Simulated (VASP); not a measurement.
# Vacuum and the quasiparticle gap of a sheet of BSe

How does the G0W0 gap of a single sheet of BSe depend on the vacuum between its repeats?

Method: PBE; plane waves and PAW (B, Se), in the first sound run; inputs show where later runs differ, in VASP 6.6.1.

Report form: the programs' logs are mostly left out.

## (1) The structure

The cell holds 4 atoms: 2 B and 2 Se. Its edges and angles: a = 3.151 Å, b = 3.151 Å, c = 11.000 Å, α = 90.0°, β = 90.0°, γ = 120.0°. Vacuum lies along c.

As a file:

```xyz
4
Lattice="3.1507 0.0000 0.0000 -1.5753 2.7286 0.0000 0.0000 0.0000 11.0000" Properties=species:S:1:pos:R:3
B     0.0000    1.8190    6.3400
B     0.0000    1.8190    4.6600
Se    1.5753    0.9095    7.1775
Se    1.5753    0.9095    3.8225
```

## (2) Relaxation

The atoms are relaxed first inside the given cell, which is kept (ISIF = 2), since band edges depend on the positions.

INCAR reads:

```
SYSTEM = BSe
PREC = Accurate
ENCUT = 420
EDIFF = 1E-06
NELM = 100
ISMEAR = 0
SIGMA = 0.05
LREAL = .FALSE.
ALGO = Normal
GGA = PE
NBANDS = 15
LWAVE = .FALSE.
LCHARG = .FALSE.
KPAR = 4
IBRION = 2
NSW = 60
ISIF = 2
EDIFFG = -0.01
```

POSCAR reads:

```
BSe
1.0
    3.1506780000      0.0000000000      0.0000000000
   -1.5753390000      2.7285671871      0.0000000000
    0.0000000000      0.0000000000     11.0000000000
B Se
2 2
Direct
    0.3333333333      0.6666666667      0.5763636364
    0.3333333333      0.6666666667      0.4236363636
    0.6666666667      0.3333333333      0.6525020000
    0.6666666667      0.3333333333      0.3474980000
```

KPOINTS reads:

```
Automatic mesh
0
Gamma
7 7 1
0 0 0
```

The projector-augmented-wave data sets are B and Se (PBE family, release 64).

On the command line:

```bash
$ mpirun -np 8 vasp_std
```

Elapsed: 14 s, on 8 MPI ranks of AMD EPYC 7R43, shared host; peak memory 1.4 GiB; 1.8 min of CPU time.

The run keeps the 12 symmetry operations of its start, so it cannot find a distortion of lower symmetry.

The steps of the relaxation:

```
step  energy less that of the first step (eV)  largest force (eV/Å)
   1                                   0.0000                2.1895
   2                                  -0.1610                2.4434
   3                                  -0.1937                1.3969
   4                                  -0.2893                0.0477
   5                                  -0.2893                0.0319
   6                                  -0.2894                0.0198
   7                                  -0.2894                0.0009
```

The atoms that moved most (Å):

| atom | dx | dy | dz | length |
| --- | --- | --- | --- | --- |
| Se3 | 0.000 | 0.000 | 0.142 | 0.142 |
| Se4 | 0.000 | 0.000 | -0.142 | 0.142 |
| B2 | 0.000 | 0.000 | -0.015 | 0.015 |
| B1 | 0.000 | 0.000 | 0.015 | 0.015 |

The relaxed structure:

```cif
data_structure
_symmetry_space_group_name_H-M 'P 1'
_symmetry_Int_Tables_number 1
_cell_length_a 3.1507
_cell_length_b 3.1507
_cell_length_c 11.0000
_cell_angle_alpha 90.000
_cell_angle_beta 90.000
_cell_angle_gamma 120.000
_cell_volume 94.57
loop_
_atom_site_label
_atom_site_type_symbol
_atom_site_fract_x
_atom_site_fract_y
_atom_site_fract_z
_atom_site_occupancy
B1 B 0.33333 0.66667 0.57768 1
B2 B 0.33333 0.66667 0.42232 1
Se3 Se 0.66667 0.33333 0.66541 1
Se4 Se 0.66667 0.33333 0.33459 1
```

This step gave:

* free energy (TOTEN): -20.85 eV
* Fermi energy: 1.331 eV

At PBE, with these data sets, the largest force is down to 8.7e-4 eV/Å. The lattice constant was typed and isn't relaxed: the sheet is compressed, by 7.7 N/m.

## (3) Ground state

This step: PBE; plane waves and PAW (B_GW, Se_GW) (VASP 6.6.1).

The orbitals come from a self-consistent PBE run with a tight EDIFF and a narrow smearing. KPOINTS_OPT adds the bands along a path, which shows whether the mesh holds the band edges.

INCAR reads:

```
SYSTEM = BSe
PREC = Accurate
ENCUT = 340
EDIFF = 1E-08
NELM = 100
ISMEAR = 0
SIGMA = 0.01
LREAL = .FALSE.
ALGO = Normal
GGA = PE
NBANDS = 15
LORBIT = 11
LWAVE = .TRUE.
LCHARG = .FALSE.
KPAR = 8
```

POSCAR reads:

```
BSe
1.0
    3.1506780000      0.0000000000      0.0000000000
   -1.5753390000      2.7285671871      0.0000000000
    0.0000000000      0.0000000000     11.0000000000
B Se
2 2
Direct
    0.3333333333      0.6666666667      0.5776832843
    0.3333333333      0.6666666667      0.4223167157
    0.6666666667      0.3333333333      0.6654089546
    0.6666666667      0.3333333333      0.3345910454
```

KPOINTS reads:

```
Automatic mesh
0
Gamma
9 9 1
0 0 0
```

KPOINTS_OPT reads:

```
Line mode
12
Line-mode
Reciprocal
  0.00000000   0.00000000   0.00000000 GAMMA
  0.50000000   0.00000000   0.00000000 M

  0.50000000   0.00000000   0.00000000 M
  0.33333333   0.33333333   0.00000000 K

  0.33333333   0.33333333   0.00000000 K
  0.00000000   0.00000000   0.00000000 GAMMA

  0.00000000   0.00000000   0.00000000 GAMMA
  0.00000000   0.00000000   0.50000000 A

  0.00000000   0.00000000   0.50000000 A
  0.50000000   0.00000000   0.50000000 L

  0.50000000   0.00000000   0.50000000 L
  0.33333333   0.33333333   0.50000000 H

  0.33333333   0.33333333   0.50000000 H
  0.00000000   0.00000000   0.50000000 A

  0.50000000   0.00000000   0.50000000 L
  0.50000000   0.00000000   0.00000000 M

  0.33333333   0.33333333   0.00000000 K
  0.33333333   0.33333333   0.50000000 H
```

PAW data sets: B_GW and Se_GW (PBE family, release 64).

On the command line:

```bash
$ mpirun -np 8 vasp_std
```

Wall time 16 s (8 MPI ranks); peak memory 1.2 GiB; 2 min of CPU time.

This step gave:

```
Fermi energy                      : 1.139 eV
least gap on mesh and path        : 2.155 eV
least direct gap on mesh and path : 3.550 eV
```

The highest empty bands on the path are converged less tightly, to about 0.1 eV. The electronic bands at the labelled points (eV, zero at the valence-band top; v1 is the highest filled band, c1 the lowest empty one):

```csv
point,v4,v3,v2,v1,c1,c2,c3,c4
Γ,-0.89,-0.79,0.00,0.00,3.86,3.86,4.38,4.66
0.45 of the way,-3.17,-2.21,-1.28,-0.90,2.65,4.17,5.14,5.19
M,-3.31,-2.78,-2.38,-1.95,2.61,3.01,4.25,4.94
0.45 of the way,-4.15,-3.97,-2.80,-1.77,3.20,4.18,4.61,5.96
K,-5.66,-3.46,-3.33,-1.55,2.16,5.32,5.52,6.68
0.45 of the way,-4.04,-3.04,-2.69,-1.24,3.64,4.42,5.47,6.32
Γ,-0.89,-0.79,0.00,0.00,3.86,3.86,4.38,4.66
0.45 of the way,-0.89,-0.78,0.00,0.00,3.86,3.86,4.28,4.57
A,-0.89,-0.76,0.00,0.00,3.86,3.86,4.13,4.54
0.45 of the way,-3.18,-2.21,-1.28,-0.89,2.69,4.14,5.19,5.24
L,-3.31,-2.78,-2.38,-1.96,2.61,3.00,4.28,4.91
0.45 of the way,-4.15,-3.97,-2.80,-1.78,3.21,4.15,4.62,6.02
H,-5.66,-3.46,-3.33,-1.55,2.16,5.30,5.49,6.72
0.55 of the way,-3.29,-3.00,-2.29,-0.96,3.57,4.56,5.18,5.91
A,-0.89,-0.76,0.00,0.00,3.86,3.86,4.13,4.54
jump to L,-3.31,-2.78,-2.38,-1.96,2.61,3.00,4.28,4.91
0.55 of the way,-3.31,-2.78,-2.38,-1.95,2.61,3.01,4.26,4.93
M,-3.31,-2.78,-2.38,-1.95,2.61,3.01,4.25,4.94
jump to K,-5.66,-3.46,-3.33,-1.55,2.16,5.32,5.52,6.68
0.55 of the way,-5.66,-3.46,-3.33,-1.55,2.16,5.31,5.50,6.70
H,-5.66,-3.46,-3.33,-1.55,2.16,5.30,5.49,6.72
```

The cell has a gap of 2.16 eV on mesh and path; the in-plane stress times the cell height is +7.2 N/m (compression positive), so the typed lattice constant isn't this level's equilibrium. Spin-orbit coupling is left out, which can shift or reorder these edges.

## (4) Empty bands, box 11 Å

The next step needs empty bands that the ground-state run didn't converge, so the Hamiltonian is diagonalised exactly for NBANDS bands, in a single step. LOPTICS writes the k-derivatives of the orbitals (WAVEDER), which give the long-wavelength limit of the screening.

INCAR reads:

```
SYSTEM = BSe
PREC = Accurate
ENCUT = 340
ISMEAR = 0
SIGMA = 0.01
LREAL = .FALSE.
GGA = PE
NBANDS = 184
ALGO = Exact
NELM = 1
LWAVE = .TRUE.
LCHARG = .FALSE.
LOPTICS = .TRUE.
NEDOS = 1000
CSHIFT = 0.1
```

POSCAR is that of step 3.

KPOINTS is that of step 3.

On the command line:

```bash
$ mpirun -np 8 vasp_std
```

Run time: 17 s. Hardware: 8 MPI ranks; peak memory 1.4 GiB; 2.1 min of CPU time.

The gap is read on the k-mesh alone, so it is an upper bound where the band edges lie off the mesh.

Numbers from this step:

```
gap on the k-mesh              : 2.155 eV
least direct gap on the k-mesh : 3.553 eV
```

WAVECAR now holds 184 bands for 18 electrons.

## (5) G0W0, box 11 Å, bands in the sums 184

This step: G0W0 on PBE; plane waves and PAW (B_GW, Se_GW) (VASP 6.6.1).

One pass of GW corrects the levels to first order, with G and W from the starting orbitals.

INCAR reads:

```
SYSTEM = BSe
PREC = Accurate
ENCUT = 340
ISMEAR = 0
SIGMA = 0.01
LREAL = .FALSE.
GGA = PE
NBANDS = 184
ALGO = EVGW0
NELMGW = 1
ENCUTGW = 90
NOMEGA = 48
PRECFOCK = Fast
NBANDSGW = 24
LWAVE = .FALSE.
LCHARG = .FALSE.
```

POSCAR is that of step 4.

KPOINTS is that of step 4.

On the command line:

```bash
$ mpirun -np 8 vasp_std
```

It took 2.1 min on 8 MPI ranks; peak memory 1.5 GiB; 17 min of CPU time.

This step gave:

```yaml
quasiparticle_gap_on_the_mesh: 3.162 eV
smallest_direct_quasiparticle_gap_on_the_mesh: 4.899 eV
gap_of_the_starting_orbitals_on_the_mesh: 2.155 eV
```

GW takes the gap from 2.155 to 3.162 eV. The sheet keeps a typed, unrelaxed lattice constant, and the Coulomb interaction between its repeats isn't cut. Spin-orbit coupling is left out. The value holds for 184 bands, ENCUTGW = 90 eV and this mesh, and isn't shown to be converged in them.

## (6) Ground state with more vacuum, box 12.5 Å, height 12.5

This step: PBE; plane waves and PAW (B_GW, Se_GW) (VASP 6.6.1).

The cell is made 12.5 Å high around the same sheet, and the chain is run again; the band count grows with the volume, so that the sums reach the same energy.

INCAR reads:

```
SYSTEM = BSe
PREC = Accurate
ENCUT = 340
EDIFF = 1E-08
NELM = 100
ISMEAR = 0
SIGMA = 0.01
LREAL = .FALSE.
ALGO = Normal
GGA = PE
NBANDS = 15
LORBIT = 11
LWAVE = .TRUE.
LCHARG = .FALSE.
KPAR = 8
```

POSCAR reads:

```
BSe
1.0
    3.1506780000      0.0000000000      0.0000000000
   -1.5753390000      2.7285671871      0.0000000000
    0.0000000000      0.0000000000     12.5000000000
B Se
2 2
Direct
    0.3333333333      0.6666666667      0.5683612902
    0.3333333333      0.6666666667      0.4316387098
    0.6666666667      0.3333333333      0.6455598800
    0.6666666667      0.3333333333      0.3544401200
```

KPOINTS is that of step 5.

On the command line:

```bash
$ mpirun -np 8 vasp_std
```

It took 6.4 s on 8 MPI ranks; peak memory 1.2 GiB; 44 s of CPU time.

Numbers from this step:

- Fermi energy: 0.4562 eV
- gap on the k-mesh: 2.157 eV
- least direct gap on the k-mesh: 3.563 eV

## (7) Empty bands, box 12.5 Å, height 12.5

The empty bands are made again, for the run that follows.

INCAR reads:

```
SYSTEM = BSe
PREC = Accurate
ENCUT = 340
ISMEAR = 0
SIGMA = 0.01
LREAL = .FALSE.
GGA = PE
NBANDS = 216
ALGO = Exact
NELM = 1
LWAVE = .TRUE.
LCHARG = .FALSE.
LOPTICS = .TRUE.
NEDOS = 1000
CSHIFT = 0.1
```

POSCAR is that of step 6.

KPOINTS is that of step 6.

On the command line:

```bash
$ mpirun -np 8 vasp_std
```

It took 26 s on 8 MPI ranks; peak memory 1.5 GiB; 3.2 min of CPU time.

WAVECAR now holds 216 bands for 18 electrons.

## (8) G0W0, box 12.5 Å, bands in the sums 216, height 12.5

This step: G0W0 on PBE; plane waves and PAW (B_GW, Se_GW) (VASP 6.6.1).

G0W0 in the taller cell, at the same response cutoff, frequencies and mesh.

INCAR reads:

```
SYSTEM = BSe
PREC = Accurate
ENCUT = 340
ISMEAR = 0
SIGMA = 0.01
LREAL = .FALSE.
GGA = PE
NBANDS = 216
ALGO = EVGW0
NELMGW = 1
ENCUTGW = 90
NOMEGA = 48
PRECFOCK = Fast
NBANDSGW = 24
LWAVE = .FALSE.
LCHARG = .FALSE.
```

POSCAR is that of step 7.

KPOINTS is that of step 7.

On the command line:

```bash
$ mpirun -np 8 vasp_std
```

The job ended after 2.7 min (8 MPI ranks; peak memory 1.8 GiB; 21 min of CPU time).

The gap is now 3.205 eV, +43 meV against the lowest cell. Of the change against the lowest cell, +1 meV is already in the starting gap. The sheet keeps a typed, unrelaxed lattice constant, and the Coulomb interaction between its repeats isn't cut. Spin-orbit coupling is left out.

## (9) Ground state with more vacuum, box 14 Å, height 14

This step: PBE; plane waves and PAW (B_GW, Se_GW) (VASP 6.6.1).

The cell is made 14 Å high around the same sheet, and the chain is run again; the band count grows with the volume, so that the sums reach the same energy.

INCAR reads:

```
SYSTEM = BSe
PREC = Accurate
ENCUT = 340
EDIFF = 1E-08
NELM = 100
ISMEAR = 0
SIGMA = 0.01
LREAL = .FALSE.
ALGO = Normal
GGA = PE
NBANDS = 15
LORBIT = 11
LWAVE = .TRUE.
LCHARG = .FALSE.
KPAR = 8
```

POSCAR reads:

```
BSe
1.0
    3.1506780000      0.0000000000      0.0000000000
   -1.5753390000      2.7285671871      0.0000000000
    0.0000000000      0.0000000000     14.0000000000
B Se
2 2
Direct
    0.3333333333      0.6666666667      0.5610368662
    0.3333333333      0.6666666667      0.4389631338
    0.6666666667      0.3333333333      0.6299641786
    0.6666666667      0.3333333333      0.3700358214
```

KPOINTS is that of step 8.

On the command line:

```bash
$ mpirun -np 8 vasp_std
```

The job ended after 8.6 s (8 MPI ranks; peak memory 1.2 GiB; 60 s of CPU time).

## (10) Empty bands, box 14 Å, height 14

INCAR reads:

```
SYSTEM = BSe
PREC = Accurate
ENCUT = 340
ISMEAR = 0
SIGMA = 0.01
LREAL = .FALSE.
GGA = PE
NBANDS = 240
ALGO = Exact
NELM = 1
LWAVE = .TRUE.
LCHARG = .FALSE.
LOPTICS = .TRUE.
NEDOS = 1000
CSHIFT = 0.1
```

POSCAR is that of step 9.

KPOINTS is that of step 9.

On the command line:

```bash
$ mpirun -np 8 vasp_std
```

The job ended after 42 s (8 MPI ranks; peak memory 1.8 GiB; 5.3 min of CPU time).

WAVECAR now holds 240 bands for 18 electrons.

## (11) G0W0, box 14 Å, bands in the sums 240, height 14

This step: G0W0 on PBE; plane waves and PAW (B_GW, Se_GW) (VASP 6.6.1).

INCAR reads:

```
SYSTEM = BSe
PREC = Accurate
ENCUT = 340
ISMEAR = 0
SIGMA = 0.01
LREAL = .FALSE.
GGA = PE
NBANDS = 240
ALGO = EVGW0
NELMGW = 1
ENCUTGW = 90
NOMEGA = 48
PRECFOCK = Fast
NBANDSGW = 24
LWAVE = .FALSE.
LCHARG = .FALSE.
```

POSCAR is that of step 10.

KPOINTS is that of step 10.

On the command line:

```bash
$ mpirun -np 8 vasp_std
```

It took 3.1 min on 8 MPI ranks; peak memory 2 GiB.

The gap is now 3.242 eV, +80 meV against the lowest cell. Of the change against the lowest cell, +2 meV is already in the starting gap. The sheet keeps a typed, unrelaxed lattice constant, and the Coulomb interaction between its repeats isn't cut. Spin-orbit coupling is left out.

## (12) Ground state with more vacuum, box 18 Å, height 18

This step: PBE; plane waves and PAW (B_GW, Se_GW) (VASP 6.6.1).

The cell is made 18 Å high around the same sheet, and the chain is run again; the band count grows with the volume, so that the sums reach the same energy.

INCAR reads:

```
SYSTEM = BSe
PREC = Accurate
ENCUT = 340
EDIFF = 1E-08
NELM = 100
ISMEAR = 0
SIGMA = 0.01
LREAL = .FALSE.
ALGO = Normal
GGA = PE
NBANDS = 15
LORBIT = 11
LWAVE = .TRUE.
LCHARG = .FALSE.
KPAR = 8
```

POSCAR reads:

```
BSe
1.0
    3.1506780000      0.0000000000      0.0000000000
   -1.5753390000      2.7285671871      0.0000000000
    0.0000000000      0.0000000000     18.0000000000
B Se
2 2
Direct
    0.3333333333      0.6666666667      0.5474731182
    0.3333333333      0.6666666667      0.4525268818
    0.6666666667      0.3333333333      0.6010832500
    0.6666666667      0.3333333333      0.3989167500
```

KPOINTS is that of step 11.

On the command line:

```bash
$ mpirun -np 8 vasp_std
```

It took 9 s on 8 MPI ranks; peak memory 1.5 GiB.

## (13) Empty bands, box 18 Å, height 18

INCAR reads:

```
SYSTEM = BSe
PREC = Accurate
ENCUT = 340
ISMEAR = 0
SIGMA = 0.01
LREAL = .FALSE.
GGA = PE
NBANDS = 304
ALGO = Exact
NELM = 1
LWAVE = .TRUE.
LCHARG = .FALSE.
LOPTICS = .TRUE.
NEDOS = 1000
CSHIFT = 0.1
```

POSCAR is that of step 12.

KPOINTS is that of step 12.

On the command line:

```bash
$ mpirun -np 8 vasp_std
```

The job ended after 57 s (8 MPI ranks; peak memory 2.2 GiB; 7.4 min of CPU time).

WAVECAR now holds 304 bands for 18 electrons.

## (14) G0W0, box 18 Å, bands in the sums 304, height 18

This step: G0W0 on PBE; plane waves and PAW (B_GW, Se_GW) (VASP 6.6.1).

INCAR reads:

```
SYSTEM = BSe
PREC = Accurate
ENCUT = 340
ISMEAR = 0
SIGMA = 0.01
LREAL = .FALSE.
GGA = PE
NBANDS = 304
ALGO = EVGW0
NELMGW = 1
ENCUTGW = 90
NOMEGA = 48
PRECFOCK = Fast
NBANDSGW = 24
LWAVE = .FALSE.
LCHARG = .FALSE.
```

POSCAR is that of step 13.

KPOINTS is that of step 13.

On the command line:

```bash
$ mpirun -np 8 vasp_std
```

Elapsed: 4.8 min, on 8 MPI ranks; peak memory 2.9 GiB.

The gap is now 3.324 eV, +162 meV against the lowest cell. Of the change against the lowest cell, +1 meV is already in the starting gap. The sheet keeps a typed, unrelaxed lattice constant, and the Coulomb interaction between its repeats isn't cut. Spin-orbit coupling is left out.

## (15) Ground state with more vacuum, box 23 Å, height 23

This step: PBE; plane waves and PAW (B_GW, Se_GW) (VASP 6.6.1).

The cell is made 23 Å high around the same sheet, and the chain is run again; the band count grows with the volume, so that the sums reach the same energy.

INCAR reads:

```
SYSTEM = BSe
PREC = Accurate
ENCUT = 340
EDIFF = 1E-08
NELM = 100
ISMEAR = 0
SIGMA = 0.01
LREAL = .FALSE.
ALGO = Normal
GGA = PE
NBANDS = 15
LORBIT = 11
LWAVE = .TRUE.
LCHARG = .FALSE.
KPAR = 8
```

POSCAR reads:

```
BSe
1.0
    3.1506780000      0.0000000000      0.0000000000
   -1.5753390000      2.7285671871      0.0000000000
    0.0000000000      0.0000000000     23.0000000000
B Se
2 2
Direct
    0.3333333333      0.6666666667      0.5371528751
    0.3333333333      0.6666666667      0.4628471249
    0.6666666667      0.3333333333      0.5791086305
    0.6666666667      0.3333333333      0.4208913695
```

KPOINTS is that of step 14.

On the command line:

```bash
$ mpirun -np 8 vasp_std
```

It took 12 s on 8 MPI ranks; peak memory 1.7 GiB.

## (16) Empty bands, box 23 Å, height 23

INCAR reads:

```
SYSTEM = BSe
PREC = Accurate
ENCUT = 340
ISMEAR = 0
SIGMA = 0.01
LREAL = .FALSE.
GGA = PE
NBANDS = 384
ALGO = Exact
NELM = 1
LWAVE = .TRUE.
LCHARG = .FALSE.
LOPTICS = .TRUE.
NEDOS = 1000
CSHIFT = 0.1
```

POSCAR is that of step 15.

KPOINTS is that of step 15.

On the command line:

```bash
$ mpirun -np 8 vasp_std
```

Elapsed: 2 min, on 8 MPI ranks; peak memory 3.4 GiB; 16 min of CPU time.

WAVECAR now holds 384 bands for 18 electrons.

## (17) G0W0, box 23 Å, bands in the sums 384, height 23

This step: G0W0 on PBE; plane waves and PAW (B_GW, Se_GW) (VASP 6.6.1).

INCAR reads:

```
SYSTEM = BSe
PREC = Accurate
ENCUT = 340
ISMEAR = 0
SIGMA = 0.01
LREAL = .FALSE.
GGA = PE
NBANDS = 384
ALGO = EVGW0
NELMGW = 1
ENCUTGW = 90
NOMEGA = 48
PRECFOCK = Fast
NBANDSGW = 24
LWAVE = .FALSE.
LCHARG = .FALSE.
```

POSCAR is that of step 16.

KPOINTS is that of step 16.

On the command line:

```bash
$ mpirun -np 8 vasp_std
```

Run time: 8.6 min. Hardware: 8 MPI ranks; peak memory 4.1 GiB; 68 min of CPU time.

The gap is now 3.411 eV, +248 meV against the lowest cell. Of the change against the lowest cell, +1 meV is already in the starting gap. The sheet keeps a typed, unrelaxed lattice constant, and the Coulomb interaction between its repeats isn't cut. Spin-orbit coupling is left out.

## (18) Summary

This step: GW series: G0W0 on PBE; plane waves and PAW (VASP 6.6.1).

Derived from the runs above.

Gaps by cell height:

```
cell height (Å)  bands  Kohn-Sham gap at PBE (eV)  quasiparticle gap (eV)  direct quasiparticle gap (eV)  cost (core minutes)
             11    184                      2.155                   3.162                          4.899                19.41
           12.5    216                      2.156                   3.205                          4.951                25.33
             14    240                      2.157                   3.242                          4.991                30.53
             18    304                      2.156                   3.324                          5.074                46.15
             23    384                      2.156                   3.411                          5.158                84.41
```

## (19) Results

* G0W0 on PBE, 184 bands, ENCUTGW 90 eV, NOMEGA 48, mesh 9×9×1: 2.155 → 3.162 eV

G0W0 gives a quasiparticle gap of 3.162 eV on the mesh in the lowest cell, 1.01 eV over the PBE gap on the same mesh. On mesh and path the starting valence top lies at Γ and the conduction bottom at (0.333, 0.333), so the starting gap is indirect. Both points lie on the GW mesh. From a height of 11 to 23 Å the starting gap changes by +1 meV and the G0W0 gap by +248 meV: the repeated sheets screen one another through the long-range Coulomb interaction, which isn't cut here. A line against one over the height, fitted to all points, misses them by up to 13 meV and gives 3.62 eV at infinite height. Fitted without the tallest cell, the line predicts 3.376 eV for it, against 3.411 eV computed. The in-plane mesh is fixed, and for a sheet its error grows with the height, so the extrapolated value isn't the converged gap of the free sheet. Bands, response cutoff and mesh weren't tested for convergence. Spin-orbit coupling is left out; with Se in the cell it can split or shift band edges, by an amount that depends on which atoms form them and isn't tested here. The in-plane lattice constant was typed and not relaxed; the sheet is compressed, by 7.2 N/m, and the gaps belong to that strained sheet. Not tabulated here, as repeats of values shown or as unfit to read for their mesh, reference level or band range: pressures of a box with vacuum or a charge (ground state, ground state with more vacuum, relaxation); gaps (empty bands, relaxation); eps2 curves (empty bands); eps1 curves and static values (empty bands).

[Lines on the potential files, build, host, timing and source positions are cut from VASP's logs without a mark.]

[Logs are printed without paths, hosts, clocks, repeated set-up lines and the standing remarks that a program may print on its own settings, such as how far it seeks lower states.]

[Hosts, paths, dates, database ids (printed as entryN), source tags and the programs' standing remarks are cut or masked in the printed files.]

[Pressures printed for these runs are not shown converged in the cutoff: they can be off by several GPa and have the wrong sign.]
